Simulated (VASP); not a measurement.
Level of theory: AM05 GGA, VASP's PBE PAW potentials (set 64) (plane waves; VASP 6.6.1).

VASP ran on this input.

**KPOINTS**
```
kpoints
0
G
1 1 1
```

### INCAR
```
SYSTEM = Cl atom
PREC = Normal
ENCUT = 520
EDIFF = 1E-6
NELM = 200
ALGO = All
LREAL = .FALSE.
LASPH = .TRUE.
ISMEAR = 0
SIGMA = 0.01
GGA = AM
ISPIN = 2
MAGMOM = 1
LORBIT = 10
LWAVE = .FALSE.
LCHARG = .FALSE.
ISYM = 0
NUPDOWN = 1
```

POSCAR:
```
Cl atom
1.0
 12.0000000000   0.0000000000   0.0000000000
  0.0000000000  12.5000000000   0.0000000000
  0.0000000000   0.0000000000  13.0000000000
Cl
1
Cart
  0.0000000000   0.0000000000   0.0000000000
```

POTCAR, in this order: Cl (PBE.64 set). Program: vasp_gam. Read from the step before: WAVECAR.

Problem. What will the output report for the number of irreducible k-points (NKPTS), largest plane-wave count, FFT grid (NGX, NGY, NGZ)?

Solution. 
The number of irreducible k-points (NKPTS) comes out as 1 and the largest plane-wave count is 26244. The FFT grid (NGX, NGY, NGZ) comes out as 70 × 70 × 80.

The cell is a free atom in a box.
